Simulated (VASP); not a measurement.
Input:

```xyz
2
Lattice="2.9899 0.0000 0.0000 0.0000 2.9899 0.0000 0.0000 0.0000 2.9899" Properties=species:S:1:pos:R:3 pbc="T T T"
Cu     0.0000     0.0000     0.0000
As     1.4950     1.4950     1.4950
```

Level of theory: PBE GGA, VASP's PBE PAW potentials (set 64) (plane waves; VASP). Run with 400 eV cut-off, 8×8×8 Γ-centred mesh, Gaussian smearing of 0.30 eV, potentials Cu As.

Task: Predict the energy per atom (σ→0), pressure, band gap (on the k-mesh) with the smallest direct gap where there is one.

Result: 
| Quantity | Value |
|---|---|
| band gap (on the k-mesh) | none (metal, semimetal or under 0.01 eV) |
| energy per atom (σ→0) | -3.781 eV/atom |
| pressure | 22.89 GPa |

Only differences to runs with the same potentials and settings are physical.

The structure was generated: CuAs was put into the CsCl type (Pm-3m), which need not be its known phase. The cell was not relaxed at this level. The run is one of a series of settings (SIGMA = 0.3 against the base run), some of them coarse on purpose.
